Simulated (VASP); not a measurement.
Shape and ions are relaxed at each volume.

Input:

```xyz
2
Lattice="1.4512 -2.5135 0.0000 1.4512 2.5135 0.0000 0.0000 0.0000 4.6005" Properties=species:S:1:pos:R:3 pbc="T T T"
Ti     1.4512     0.8378     1.1501
Ti     1.4512    -0.8378     3.4504
```

Method: vdW-DF-cx, VASP's PBE PAW potentials (set 64) (plane waves; VASP 6.6.1). Numerical set-up: 520 eV cut-off, 14×14×8 Γ-centred mesh, first-order Methfessel-Paxton smearing of 0.10 eV, potentials Ti_sv.

Give the energy at these volumes per atom, relative to the lowest: 15.77, 16.27, 16.77, 17.28, 17.78 Å³.

24.7, 6.0, 0.0, 5.2, 20.1 meV/atom. A third-order Birch-Murnaghan fit gives B0 = 118 GPa and B0′ = 3.5.

Measured: bulk modulus 108 GPa at 0 K (computed value off by +9.0 %), as given by Vázquez-Parga, Fernández-Martínez, Viñes, J. Chem. Theory Comput. (2023), doi:10.1021/acs.jctc.3c00612, Supporting … [zero-point energy and finite temperature contributions removed].

The compound is Ti in the hcp structure. It was relaxed first.
